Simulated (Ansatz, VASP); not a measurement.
**ZnAg: VASP beside Ansatz**

Contents of INCAR:

```
PREC = Accurate
ENCUT = 520
EDIFF = 1E-6
ISMEAR = 0
SIGMA = 0.1
LREAL = F
LASPH = T
NELM = 100
ALGO = Fast
ISIF = 2
LWAVE = F
LCHARG = F
NBANDS = 18
```

KPOINTS

```
Automatic mesh
0
Gamma
  6 6 6
```

File POSCAR:

```
ZnAg
1.0
    3.1560000000      0.0000000000      0.0000000000
    0.0000000000      3.1560000000      0.0000000000
    0.0000000000      0.0000000000      3.1560000000
Zn Ag
1 1
Direct
    0.5000000000      0.5000000000      0.5000000000
    0.0000000000      0.0000000000      0.0000000000
```

Input for Ansatz:

```yaml
crystal:
  lattice:
    - [3.156, 0.0, 0.0]
    - [0.0, 3.156, 0.0]
    - [0.0, 0.0, 3.156]
  atoms:
    - { symbol: Zn, position: [0.5, 0.5, 0.5] }
    - { symbol: Ag, position: [0.0, 0.0, 0.0] }
basis:
  ecutwfc: 420
kpoints:
  mp_grid: { grid: [6, 6, 6] }
hamiltonian:
  xc: lda
scf:
  occupations: { method: gaussian, width: 0.1 }
output:
  forces: true
  stress: true
  eigenvalues: true
```

Alike in both runs: task single point; functional LDA; k mesh 6 × 6 × 6; occupations gaussian, width 0.1 eV; no spin polarisation.

```csv
,VASP,Ansatz
version,VASP 6.6.1,Ansatz 0.2.0
potentials or method,"VASP PAW LDA potentials, release 64 (Zn, Ag)","scalar-relativistic, plane waves, PAW"
plane-wave cutoff (eV),520,420
valence electrons in the cell,23,31
```

```tsv
	VASP	Ansatz	Ansatz less VASP
gap on the k mesh at the Fermi level (eV)	none	none	-
pressure (GPa)	-7.1	-7.6	-0.51
```

A gap of «none» marks a metal or a gap that the smearing closes. The two sets of potentials don't hold the same shells in valence.
